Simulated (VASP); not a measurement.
Consider the following.

```xyz
3
Lattice="0.0000 2.1568 2.1568 2.1568 0.0000 2.1568 2.1568 2.1568 0.0000" Properties=species:S:1:pos:R:3 pbc="T T T"
Be     3.2353     3.2353     3.2353
Be     1.0784     1.0784     1.0784
C      0.0000     0.0000     0.0000
```

The numbers are results of PBE GGA, VASP's PBE PAW potentials (set 64) (plane waves; VASP), not measurements. Numerical set-up: 400 eV cut-off, 7×7×7 Γ-centred mesh, Fermi-Dirac smearing of 0.010 eV, potentials Be C.

Q: Give the energies of bands 2 to 7 at the high-symmetry points, in eV from the valence-band maximum.

A: 
| band | Γ | X | U | L | W |
|---|---|---|---|---|---|
| 2 | 0.00 | -6.82 | -6.92 | -8.80 | -6.32 |
| 3 | 0.00 | -4.78 | -6.33 | -1.85 | -5.95 |
| 4 | 0.00 | -4.78 | -4.03 | -1.85 | -5.95 |
| 5 | 4.14 | 1.16 | 3.32 | 5.02 | 5.74 |
| 6 | 4.14 | 5.80 | 8.37 | 5.02 | 8.21 |
| 7 | 4.14 | 13.39 | 11.66 | 7.12 | 9.61 |

The gap is indirect, 1.16 eV, from the valence maximum at Γ to the conduction minimum at X.

The structure comes from a computed database's Be2C entry; how it stands against other phases isn't given here. The cell was not relaxed at this level.
